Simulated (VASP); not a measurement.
Co, 2 atoms in the cell. It takes space group P6_3/mmc (No. 194, hexagonal). The conventional cell has a = 2.453 Å, b = 2.453 Å, c = 3.961 Å, α = 90.00°, β = 90.00°, γ = 120.00°. Co (site symmetry -6m2) is surrounded by 12 Co at 2.43 to 2.45 Å. 

```yaml
Program: VASP 6.6.1
Task: relaxation of cell and atoms
Functional: PBEsol
Potentials_or_basis: VASP PAW PBE potentials, release 64 (Co)
Cutoff: 600 eV
k_mesh: 18 × 18 × 9
Occupations: methfessel-paxton, width 0.1 eV
Spin: collinear spin, ferromagnetic start
Starting_moments: "[3.0, 3.0] μB"
Further_INCAR_settings: ALGO = Normal; EDIFF = 1e-07; AMIX = 0.2; BMIX = 0.0001; IBRION = 2; EDIFFG = -0.005; NSW = 90; ISIF = 3
```

Potentials or basis: VASP PAW PBE potentials, release 64 (Co).

Run with:

```sh
$ cat potpaw_PBE.64/Co/POTCAR > POTCAR
$ mpirun -np 1 vasp_std > vasp.out
```

Hardware: 1 thread of Intel(R) Xeon(R) Platinum 8259CL CPU @ 2.50GHz (Skylake/Cascade Lake), on a shared host.

Task: Estimate the wall time of this run.

Result: Run time: 4 min on 1 thread of Intel(R) Xeon(R) Platinum 8259CL CPU @ 2.50GHz (Skylake/Cascade Lake), on a shared host, peak memory 0.23 GiB. Counts: scf iterations 33, k points 185, ion steps 4.
